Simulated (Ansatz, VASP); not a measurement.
**Two plane-wave programs on CaMg3Tl**

INCAR

```
  ALGO = Normal
  EDIFF = 1E-6
  EDIFFG = -0.01
  ENCUT = 600
  GGA = PE
  IBRION = 2
  ISIF = 3
  ISMEAR = 0
  LASPH = T
  LCHARG = F
  LREAL = F
  LWAVE = F
  NELM = 100
  NSW = 100
  PREC = Accurate
  SIGMA = 0.1
```

Contents of KPOINTS:

```
k-points
0
Gamma
  8 8 8
```

Contents of POSCAR:

```
CaMg3Tl
1.0
    5.4558661358      0.0000000000      0.0000000000
    0.0000000000      5.4558661358      0.0000000000
    0.0000000000      0.0000000000      5.4558661358
Ca Mg Tl
1 3 1
Direct
    0.5000000000      0.5000000000      0.5000000000
    0.5000000000      0.0000000000      0.0000000000
    0.0000000000      0.5000000000      0.0000000000
    0.0000000000      0.0000000000      0.5000000000
    0.0000000000      0.0000000000      0.0000000000
```

Input for Ansatz:

```yaml
crystal:
  lattice:
    - [5.4558661358, 0.0, 0.0]
    - [0.0, 5.4558661358, 0.0]
    - [0.0, 0.0, 5.4558661358]
  atoms:
    - { symbol: Ca, position: [0.5, 0.5, 0.5] }
    - { symbol: Mg, position: [0.5, 0.0, 0.0] }
    - { symbol: Mg, position: [0.0, 0.5, 0.0] }
    - { symbol: Mg, position: [0.0, 0.0, 0.5] }
    - { symbol: Tl, position: [0.0, 0.0, 0.0] }
basis:
  ecutwfc: 420
kpoints:
  mp_grid: { grid: [8, 8, 8] }
hamiltonian:
  xc: pbe
scf:
  occupations: { method: gaussian, width: 0.1 }
output:
  forces: true
  stress: true
  eigenvalues: true
  write_density: true
  write_potential: true
  elf: true
  volumetric_format: npy
relax:
  adjacent_minimum: "off"
  f_tol: 0.01
  max_steps: 80
  cell: { stress_tol: 0.05 }
```

Alike in both runs: task relaxation of cell and atoms; functional PBE; k mesh 8 × 8 × 8; occupations gaussian, width 0.1 eV; no spin polarisation.

|  | VASP | Ansatz |
| --- | --- | --- |
| version | VASP 6.6.1 | Ansatz 0.2.0 |
| potentials or method | VASP PAW PBE potentials, release 64 (Ca_sv, Mg, Tl_d) | scalar-relativistic, plane waves, PAW |
| plane-wave cutoff (eV) | 600 | 420 |
| valence electrons in the cell | 29 | 53 |

```csv
,VASP,Ansatz,Ansatz less VASP
"gap on the k mesh at the Fermi level, each at its own relaxed structure (eV)",none,none,-
relaxed volume (Å³/atom),32.40,32.48,+0.080
relaxed cell length with the largest relative difference (Å),5.451,5.456,+0.0045
```

A gap of «none» marks a metal or a gap that the smearing closes. The two sets of potentials don't hold the same shells in valence.

The runs have no spin-orbit coupling, so splittings on Tl are missing.
